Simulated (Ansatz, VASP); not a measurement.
# In26Si8O55 (amorphous 62In2O3-38SiO2 (mol %)) in two plane-wave programs, part 2 of 3

Aim: how closely do two programs agree when they are given the same cell, functional and k mesh? Of the first pair: The structure shown is the start of the Ansatz relaxation below; VASP solves that cell, so the two are compared at the walk's first step.

VASP 6.6.1 and Ansatz 0.2.0.

So far: Starting point; Ansatz: relaxation, r2SCAN.

**3. VASP: single point, r2SCAN, start cell, pair 1**

Level of this step: r2SCAN; plane waves and PAW (In_d, Si, O) (VASP).

The same cell, functional, mesh and smearing now go to VASP, with its own data sets.

Lines of VASP's logs that name or quote its potential files are left out, and so is its time.

INCAR reads:

```
SYSTEM = In26Si8O55
PREC = Accurate
ENCUT = 580
EDIFF = 1E-06
NELM = 120
ISMEAR = 0
SIGMA = 0.025
LREAL = Auto
ALGO = Normal
METAGGA = R2SCAN
LASPH = .TRUE.
NBANDS = 416
LORBIT = 11
LWAVE = .FALSE.
LCHARG = .FALSE.
ISIF = 2
GGA_COMPAT = .FALSE.
EFERMI = MIDGAP
LMIXTAU = .TRUE.
NCORE = 2
```

POSCAR reads:

```
In26Si8O55
1.0
    9.9648400000     -0.1368500000     -0.1172100000
   -0.1368500000     10.1593400000      0.0733000000
   -0.1172100000      0.0733000000     10.2700400000
In Si O
26 8 55
Direct
    0.5372454359      0.4391395319      0.2599485114
    0.3528345309      0.6830757768      0.5346022295
    0.4461794355      0.6807866985      0.9251857857
    0.8823244247      0.1297006088      0.6490247546
    0.5750977902      0.1765041824      0.7849404146
    0.1368733818      0.6568943034      0.0616446067
    0.7934468952      0.6164458863      0.4147320193
    0.2705324338      0.3509720694      0.0365317812
    0.6603799863      0.7878909391      0.2240254889
    0.3344376192      0.9075304497      0.7142890827
    0.0984248812      0.6336678501      0.3563752942
    0.4637487370      0.0593568163      0.3102037709
    0.2243024430      0.5229130201      0.7727779994
    0.0556646705      0.3924198920      0.5442101567
    0.6739930987      0.2435027264      0.0615138774
    0.9325183033      0.3240486880      0.8757753331
    0.6719042029      0.9024094191      0.8917596505
    0.6339314804      0.8978903174      0.5618077192
    0.7411459506      0.3717276638      0.5582278238
    0.7409279579      0.5665163054      0.0281613821
    0.1401010571      0.0790589002      0.4732139532
    0.0271735061      0.9498001871      0.8796133854
    0.9811947717      0.3785248292      0.2102873961
    0.3863406520      0.0255204573      0.9890820618
    0.7741455725      0.1177488864      0.3218397016
    0.2447293336      0.2011964480      0.7717338029
    0.6933016982      0.6300405505      0.7432765520
    0.9286466303      0.8915329936      0.1254909721
    0.0061772955      0.8517816976      0.5621485839
    0.9714839426      0.6777103192      0.7920603490
    0.3814311319      0.7491085462      0.2285188652
    0.4468257895      0.4107947187      0.5940640151
    0.2955703758      0.3028882612      0.3588537235
    0.1351226151      0.0927206065      0.1679585767
    0.7276292723      0.2825998578      0.8765078673
    0.8458611116      0.2334970015      0.1784538376
    0.8136655352      0.9390302799      0.2144917467
    0.6253011641      0.7450228443      0.0236300321
    0.0407759648      0.0010830635      0.0774485749
    0.6741974162      0.4510809536      0.3953498180
    0.0148748484      0.7730640714      0.1734635780
    0.3183860288      0.1521222156      0.3971325786
    0.6251507403      0.0385508368      0.4270234723
    0.4909061860      0.5570922948      0.5892288880
    0.5855967251      0.1969233041      0.2323071102
    0.9578879378      0.8095330481      0.7048497642
    0.1191921633      0.2403447278      0.1223416116
    0.9049297805      0.3412385858      0.6764096373
    0.8614602190      0.8785494991      0.9810063129
    0.1898754130      0.5546586598      0.5227631847
    0.9327951606      0.9818203900      0.5280471630
    0.3521754515      0.3476977321      0.2225884457
    0.7555472653      0.5676008294      0.6213756280
    0.9569216542      0.1226967836      0.8299643539
    0.4001755004      0.3796519751      0.4481653509
    0.2931161235      0.5405129140      0.9639628029
    0.1599943656      0.8982509994      0.5724136558
    0.6837268819      0.7740239232      0.4214982292
    0.2871702137      0.0526925015      0.1552279115
    0.9488512687      0.4844159545      0.3929592453
    0.9742897933      0.7398663915      0.4649022107
    0.8417730834      0.2213963547      0.4755225754
    0.3771528679      0.2225640257      0.9360131163
    0.9155002781      0.4556098531      0.0244312179
    0.7800100119      0.6328453707      0.2121839260
    0.5935589900      0.5646366372      0.8416503912
    0.5654282388      0.3188677051      0.6370180487
    0.4037555893      0.1006531675      0.7037408146
    0.7011126620      0.0328146871      0.7131201143
    0.6610309541      0.7798379209      0.7247408305
    0.4565847864      0.8786794505      0.8783129471
    0.3191851568      0.6988498573      0.7438905786
    0.4323889971      0.8639774721      0.5515899418
    0.4829011903      0.6349327632      0.2426631519
    0.0676300143      0.7391322452      0.8998551632
    0.0336162043      0.5596920773      0.7284893463
    0.1432257628      0.3190620685      0.3784503509
    0.3269744795      0.3798140054      0.6874057270
    0.8270932237      0.6409647237      0.8432353606
    0.1402830894      0.3466748111      0.8664456338
    0.4765337189      0.8788832719      0.2338289211
    0.2784210019      0.7397598207      0.3428428059
    0.2173995443      0.0014238999      0.8510947405
    0.6030543514      0.4280009164      0.0807797763
    0.5937521641      0.0701158925      0.9730394620
    0.1107053894      0.2010594722      0.6155319862
    0.1305009094      0.5206012544      0.1977339854
    0.3127910490      0.7589538645      0.0891555360
    0.0692899145      0.0570469357      0.2990874359
```

KPOINTS reads:

```
Automatic mesh
0
Gamma
1 1 1
0 0 0
```

The projector-augmented-wave data sets are In_d, Si and O (PBE family, release 64).

Started as:

```sh
mpirun -np 8 vasp_gam
```

Numbers of over 12 decimals in the logs are rounded to 6 here.

The program printed:

```text
[banner, memory and clock lines left out]
running    8 mpi-ranks, on    1 nodes
[...]
|                                                                             |
|               ----> ADVICE to this user running VASP <----                  |
|                                                                             |
|     You enforced a specific xc type in the INCAR file but a different       |
|     [... a line on the potential file left out ...]
|     I HOPE YOU KNOW WHAT YOU ARE DOING!                                     |
|                                                                             |

 LDA part: xc-table for (None), standard interpolation
 POSCAR, INCAR and KPOINTS ok, starting setup
[...]
entering main loop
       N       E                     dE             d eps       ncg     rms          rms(c)
DAV:   1     0.181210667349E+05    0.18121E+05   -0.32228E+05   832   0.291E+03
DAV:   2     0.424391744802E+04   -0.13877E+05   -0.13211E+05   832   0.920E+02
DAV:   3    -0.469939823137E+03   -0.47139E+04   -0.44133E+04   832   0.407E+02
DAV:   4    -0.138061026439E+04   -0.91067E+03   -0.88690E+03  1104   0.182E+02
[...]
DAV:  24    -0.115599552773E+04   -0.57990E-05   -0.37700E-06   688   0.593E-03    0.556E-03
DAV:  25    -0.115599552874E+04   -0.10004E-05   -0.11991E-06   560   0.403E-03    0.214E-03
DAV:  26    -0.115599552859E+04    0.14466E-06   -0.60541E-07   504   0.342E-03
   1 F= -.11559955E+04 E0= -.11559955E+04  d E =0.000000E+00
```

OUTCAR, selected parts (step 3):

```text
  FREE ENERGIE OF THE ION-ELECTRON SYSTEM (eV)
  ---------------------------------------------------
  free  energy   TOTEN  =     -1155.9955285907 eV

  energy  without entropy=    -1155.9955285907  energy(sigma->0) =    -1155.99552859
```

The run ends at a pressure of 24.30 GPa, with forces up to 2.2 eV/Å.

**4. Differences**

Known differences besides the potentials themselves: VASP keeps PBE cores, Ansatz makes them for the functional; the cutoff is 500 eV in Ansatz and 580 eV in VASP (PREC = Accurate, projectors in real space). Total energies have different zeros and are not compared.

Forces on 10 of the 89 atoms, those with the largest forces and the largest differences (eV/Å; atoms numbered as in POSCAR):

```
atom          Ansatz x, y, z            VASP x, y, z
 O41    0.732, -1.121, 1.042    0.745, -1.139, 1.090
 O44     1.439, 1.626, 0.215     1.514, 1.640, 0.237
 O51   -1.145, 1.036, -0.951   -1.176, 1.023, -0.971
 O65   0.830, -0.577, -0.044   0.918, -0.610, -0.058
 O66   -1.224, -1.397, 0.845   -1.239, -1.444, 0.844
 O76  -0.001, -1.560, -1.284  -0.036, -1.580, -1.324
 O77   -1.732, 0.046, -0.162   -1.752, 0.037, -0.198
 O84   -0.621, 0.162, -0.784   -0.671, 0.170, -0.846
 O87    0.793, -0.756, 0.105    0.853, -0.809, 0.110
 O89   -1.427, -0.674, 0.852   -1.465, -0.704, 0.830
```

The forces differ by 27 meV/Å r.m.s., which is 4.7 % of the r.m.s. force of 0.583 eV/Å (both taken over all components).

**5. Ansatz: relaxation, r2SCAN**

This run makes the geometry at which the two programs are then compared.

The structure compared here is the end of the Ansatz relaxation.

input.yaml reads:

```yaml
crystal:
  lattice:
    - [9.96484, -0.13685, -0.11721]
    - [-0.13685, 10.15934, 0.0733]
    - [-0.11721, 0.0733, 10.27004]
  atoms:
    - { symbol: In, position: [0.53725, 0.43914, 0.25995] }
    - { symbol: In, position: [0.35283, 0.68308, 0.5346] }
    - { symbol: In, position: [0.44618, 0.68079, 0.92519] }
    - { symbol: In, position: [0.88232, 0.1297, 0.64902] }
    - { symbol: In, position: [0.5751, 0.1765, 0.78494] }
    - { symbol: In, position: [0.13687, 0.65689, 0.06164] }
    - { symbol: In, position: [0.79345, 0.61645, 0.41473] }
    - { symbol: In, position: [0.27053, 0.35097, 0.03653] }
    - { symbol: In, position: [0.66038, 0.78789, 0.22403] }
    - { symbol: In, position: [0.33444, 0.90753, 0.71429] }
    - { symbol: In, position: [0.09842, 0.63367, 0.35638] }
    - { symbol: In, position: [0.46375, 0.05936, 0.3102] }
    - { symbol: In, position: [0.2243, 0.52291, 0.77278] }
    - { symbol: In, position: [0.05566, 0.39242, 0.54421] }
    - { symbol: In, position: [0.67399, 0.2435, 0.06151] }
    - { symbol: In, position: [0.93252, 0.32405, 0.87578] }
    - { symbol: In, position: [0.6719, 0.90241, 0.89176] }
    - { symbol: In, position: [0.63393, 0.89789, 0.56181] }
    - { symbol: In, position: [0.74115, 0.37173, 0.55823] }
    - { symbol: In, position: [0.74093, 0.56652, 0.02816] }
    - { symbol: In, position: [0.1401, 0.07906, 0.47321] }
    - { symbol: In, position: [0.02717, 0.9498, 0.87961] }
    - { symbol: In, position: [0.98119, 0.37852, 0.21029] }
    - { symbol: In, position: [0.38634, 0.02552, 0.98908] }
    - { symbol: In, position: [0.77415, 0.11775, 0.32184] }
    - { symbol: In, position: [0.24473, 0.2012, 0.77173] }
    - { symbol: Si, position: [0.6933, 0.63004, 0.74328] }
    - { symbol: Si, position: [0.92865, 0.89153, 0.12549] }
    - { symbol: Si, position: [0.00618, 0.85178, 0.56215] }
    - { symbol: Si, position: [0.97148, 0.67771, 0.79206] }
    - { symbol: Si, position: [0.38143, 0.74911, 0.22852] }
    - { symbol: Si, position: [0.44683, 0.41079, 0.59406] }
    - { symbol: Si, position: [0.29557, 0.30289, 0.35885] }
    - { symbol: Si, position: [0.13512, 0.09272, 0.16796] }
    - { symbol: O, position: [0.72763, 0.2826, 0.87651] }
    - { symbol: O, position: [0.84586, 0.2335, 0.17845] }
    - { symbol: O, position: [0.81367, 0.93903, 0.21449] }
    - { symbol: O, position: [0.6253, 0.74502, 0.02363] }
    - { symbol: O, position: [0.04078, 0.00108, 0.07745] }
    - { symbol: O, position: [0.6742, 0.45108, 0.39535] }
    - { symbol: O, position: [0.01487, 0.77306, 0.17346] }
    - { symbol: O, position: [0.31839, 0.15212, 0.39713] }
    - { symbol: O, position: [0.62515, 0.03855, 0.42702] }
    - { symbol: O, position: [0.49091, 0.55709, 0.58923] }
    - { symbol: O, position: [0.5856, 0.19692, 0.23231] }
    - { symbol: O, position: [0.95789, 0.80953, 0.70485] }
    - { symbol: O, position: [0.11919, 0.24034, 0.12234] }
    - { symbol: O, position: [0.90493, 0.34124, 0.67641] }
    - { symbol: O, position: [0.86146, 0.87855, 0.98101] }
    - { symbol: O, position: [0.18988, 0.55466, 0.52276] }
    - { symbol: O, position: [0.9328, 0.98182, 0.52805] }
    - { symbol: O, position: [0.35218, 0.3477, 0.22259] }
    - { symbol: O, position: [0.75555, 0.5676, 0.62138] }
    - { symbol: O, position: [0.95692, 0.1227, 0.82996] }
    - { symbol: O, position: [0.40018, 0.37965, 0.44817] }
    - { symbol: O, position: [0.29312, 0.54051, 0.96396] }
    - { symbol: O, position: [0.15999, 0.89825, 0.57241] }
    - { symbol: O, position: [0.68373, 0.77402, 0.4215] }
    - { symbol: O, position: [0.28717, 0.05269, 0.15523] }
    - { symbol: O, position: [0.94885, 0.48442, 0.39296] }
    - { symbol: O, position: [0.97429, 0.73987, 0.4649] }
    - { symbol: O, position: [0.84177, 0.2214, 0.47552] }
    - { symbol: O, position: [0.37715, 0.22256, 0.93601] }
    - { symbol: O, position: [0.9155, 0.45561, 0.02443] }
    - { symbol: O, position: [0.78001, 0.63285, 0.21218] }
    - { symbol: O, position: [0.59356, 0.56464, 0.84165] }
    - { symbol: O, position: [0.56543, 0.31887, 0.63702] }
    - { symbol: O, position: [0.40376, 0.10065, 0.70374] }
    - { symbol: O, position: [0.70111, 0.03281, 0.71312] }
    - { symbol: O, position: [0.66103, 0.77984, 0.72474] }
    - { symbol: O, position: [0.45658, 0.87868, 0.87831] }
    - { symbol: O, position: [0.31919, 0.69885, 0.74389] }
    - { symbol: O, position: [0.43239, 0.86398, 0.55159] }
    - { symbol: O, position: [0.4829, 0.63493, 0.24266] }
    - { symbol: O, position: [0.06763, 0.73913, 0.89986] }
    - { symbol: O, position: [0.03362, 0.55969, 0.72849] }
    - { symbol: O, position: [0.14323, 0.31906, 0.37845] }
    - { symbol: O, position: [0.32697, 0.37981, 0.68741] }
    - { symbol: O, position: [0.82709, 0.64096, 0.84324] }
    - { symbol: O, position: [0.14028, 0.34667, 0.86645] }
    - { symbol: O, position: [0.47653, 0.87888, 0.23383] }
    - { symbol: O, position: [0.27842, 0.73976, 0.34284] }
    - { symbol: O, position: [0.2174, 0.00142, 0.85109] }
    - { symbol: O, position: [0.60305, 0.428, 0.08078] }
    - { symbol: O, position: [0.59375, 0.07012, 0.97304] }
    - { symbol: O, position: [0.11071, 0.20106, 0.61553] }
    - { symbol: O, position: [0.1305, 0.5206, 0.19773] }
    - { symbol: O, position: [0.31279, 0.75895, 0.08916] }
    - { symbol: O, position: [0.06929, 0.05705, 0.29909] }
kpoints:
  mp_grid: { grid: [1, 1, 1] }
hamiltonian:
  xc: r2scan
  pseudopotentials: { kind: paw, azcp: { folder: soft_1 } }
scf:
  occupations: { method: gaussian, width: 0.025 }
output:
  forces: true
  eigenvalues: true
  stress: true
relax:
  f_tol: 0.05
  max_steps: 70
```

Started as:

```sh
ansatz run input.yaml --threads 4 --pin off --max-ram 15872MiB --backend cpu --events-out ev --progress --plain --runs-dir out
```

The program printed:

```text
[...]
Crystal: 89 atoms, lattice volume = 1039.317 Å³
Basis set: ecut = 500 eV, 26425 PW (Γ), exchange–correlation on 300×300×300 points (64 copies of the dense FFT grid, shifted against one another)
Bands: 439, of which v1, the nominal top of the filled ones, is band 350 counted from 1 (349 counted from 0)
Symmetry: 1 space group operations
[...]
k-points: 1
[...]
- { symbol: O, position: [0.851392, 0.200403, 0.148052] }
    - { symbol: O, position: [0.825819, 0.902985, 0.216513] }
    - { symbol: O, position: [0.619328, 0.736883, 0.019375] }
    - { symbol: O, position: [0.059932, -0.032110, 0.090084] }
    - { symbol: O, position: [0.664884, 0.461578, 0.423632] }
    - { symbol: O, position: [0.010246, 0.722958, 0.161301] }
    - { symbol: O, position: [0.343049, 0.172943, 0.429865] }
[...]
- { symbol: O, position: [0.086709, 0.206785, 0.641412] }
    - { symbol: O, position: [0.155527, 0.500515, 0.190386] }
    - { symbol: O, position: [0.311025, 0.788128, 0.063527] }
    - { symbol: O, position: [0.069288, 0.050701, 0.316931] }
```

(Continued in part 3 of 3.)

[Lines on the potential files, build, host, timing and source positions are cut from VASP's logs without a mark.]

[Logs are printed without paths, hosts, clocks, repeated set-up lines and the standing remarks that a program may print on its own settings, such as how far it seeks lower states.]

[Hosts, paths, dates, database ids (printed as entryN), source tags and the programs' standing remarks are cut or masked in the printed files.]
